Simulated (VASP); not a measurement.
**Ir: electrostatic potential with LDA**

Ir:

```
Ir
1.0
     0.00000    1.90965    1.90965
     1.90965    0.00000    1.90965
     1.90965    1.90965    0.00000
Ir
1
Cartesian
  0.0000 0.0000 0.0000
```

The cell was built by a generator and needn't be a form met in nature.

```yaml
Program: VASP 6.6.1
Task: electrostatic potential
Functional: LDA
Potentials_or_basis: VASP PAW LDA potentials, release 64 (Ir)
Cutoff: 520 eV
k_mesh: 18 × 18 × 18
Occupations: methfessel-paxton, width 0.1 eV
Spin: no spin polarisation
Further_INCAR_settings: ALGO = Normal; EDIFF = 1e-06
```

* Pressure: -0.1 GPa
* Band gap on the k mesh: none (metal or under the smearing width)

Levels at points of the mesh, in eV from the Fermi level:
```
           k point  band 2  band 3  band 4  band 5  band 6  band 7
(0.00, 0.00, 0.00)   -4.05   -4.05   -4.05   -1.25   -1.25   14.27
(0.50, 0.00, 0.00)   -4.14   -4.14   -0.79    0.89    0.89    7.39
(0.50, 0.50, 0.00)   -7.58    0.88    1.47    1.47    1.70   10.70
```

It took 13 s on 1 thread of Intel(R) Xeon(R) Platinum 8259CL CPU @ 2.50GHz (Skylake/Cascade Lake) (shared host), peak memory 0.14 GiB.

Spin-orbit coupling is left out, which matters for the levels of Ir.
